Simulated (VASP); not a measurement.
Method: RPBE GGA, VASP's PBE PAW potentials (set 64) (plane waves; VASP).

The input files of a VASP run:

INCAR:
```
# general
SYSTEM=NaF
PREC  =Accurate
ENCUT =520   # plane-wave cut-off (eV)
LREAL =.FALSE.
LASPH =.TRUE.   # aspherical one-centre terms
ICHARG=11   # fixed density

# electronic loop
EDIFF =1E-7
NELM  =100   # most electronic steps
ALGO  =Normal   # blocked Davidson

# smearing
ISMEAR=0   # Gaussian
SIGMA =0.05

# functional
GGA   =RP   # RPBE

# output
LWAVE =.FALSE.
LCHARG=.FALSE.
LORBIT=11   # lm-projected
```

**POSCAR**
```
NaF
1
   -0.0000000000     2.4042502524     2.4042502524
    2.4042502524    -0.0000000000     2.4042502524
    2.4042502524     2.4042502524    -0.0000000000
Na F
1 1
Direct
  0.0000000000   0.0000000000   0.0000000000
  0.5000000000   0.5000000000   0.5000000000
```

### KPOINTS
```
k-points along high-symmetry lines
15
Line-mode
Reciprocal
  0.000000   0.000000   0.000000 ! GAMMA
  0.500000   0.000000   0.500000 ! X

  0.500000   0.000000   0.500000 ! X
  0.625000   0.250000   0.625000 ! U

  0.375000   0.375000   0.750000 ! K
  0.000000   0.000000   0.000000 ! GAMMA

  0.000000   0.000000   0.000000 ! GAMMA
  0.500000   0.500000   0.500000 ! L

  0.500000   0.500000   0.500000 ! L
  0.500000   0.250000   0.750000 ! W

  0.500000   0.250000   0.750000 ! W
  0.500000   0.000000   0.500000 ! X
```

POTCAR, in this order: Na_pv F (PBE.64 set). Program: vasp_std. Read from the step before: CHGCAR.

Output of the run:

File OSZICAR:
```
       N       E                     dE             d eps       ncg     rms          rms(c)
DAV:   1     0.106800668341E+03    0.10680E+03   -0.82193E+03  2015   0.150E+03
DAV:   2    -0.138100708569E+01   -0.10818E+03   -0.10055E+03  2145   0.351E+02
DAV:   3    -0.782926545283E+01   -0.64483E+01   -0.64260E+01  2310   0.868E+01
DAV:   4    -0.790364646765E+01   -0.74381E-01   -0.74367E-01  2144   0.100E+01
DAV:   5    -0.790449182077E+01   -0.84535E-03   -0.84534E-03  2274   0.111E+00
DAV:   6    -0.790450729909E+01   -0.15478E-04   -0.15478E-04  2167   0.152E-01
DAV:   7    -0.790450764932E+01   -0.35023E-06   -0.35023E-06  2282   0.222E-02
DAV:   8    -0.790450765761E+01   -0.82939E-08   -0.83014E-08  1743   0.349E-03
   1 F= -.79045077E+01 E0= -.79045077E+01  d E =-.198821E-11
```

**OUTCAR**
```
 val. band max:       -2.2977057664   @ k =   0.0000   0.0000   0.0000

 cond. band min:       3.7541181887   @ k =   0.0000   0.0000   0.0000



 k-point     1 :       0.0000    0.0000    0.0000
  band No.  band energies     occupation
      1     -21.6804      2.00000
      2     -21.6803      2.00000
      3     -21.6803      2.00000
      4     -21.4156      2.00000
      5      -2.2977      2.00000
      6      -2.2977      2.00000
      7      -2.2977      2.00000
      8       3.7541      0.00000
      9      16.1660      0.00000
     10      16.1660      0.00000
     11      16.1661      0.00000

 k-point     2 :       0.0357    0.0000    0.0357
  band No.  band energies     occupation
      1     -21.7031      2.00000
      2     -21.6808      2.00000
      3     -21.6808      2.00000
      4     -21.3909      2.00000
      5      -2.3242      2.00000
      6      -2.3024      2.00000
      7      -2.3024      2.00000
      8       3.8109      0.00000
      9      15.9181      0.00000
     10      16.1680      0.00000
     11      16.1680      0.00000

 k-point     3 :       0.0714    0.0000    0.0714
  band No.  band energies     occupation
      1     -21.7530      2.00000
      2     -21.6820      2.00000
      3     -21.6820      2.00000
      4     -21.3347      2.00000
      5      -2.3991      2.00000
      6      -2.3162      2.00000
      7      -2.3162      2.00000
      8       3.9772      0.00000
      9      15.3700      0.00000
     10      16.1739      0.00000
     11      16.1739      0.00000

 k-point     4 :       0.1071    0.0000    0.1071
  band No.  band energies     occupation
      1     -21.8076      2.00000
      2     -21.6841      2.00000
      3     -21.6841      2.00000
      4     -21.2704      2.00000
      5      -2.5107      2.00000
      6      -2.3383      2.00000
      7      -2.3383      2.00000
      8       4.2415      0.00000
      9      14.7422      0.00000
     10      16.1837      0.00000
...
```

The density is held fixed in this step, so its total energy and stress have no physical meaning.

The compound is NaF in the rock salt structure. It was relaxed first, which changed the volume by +12 %.
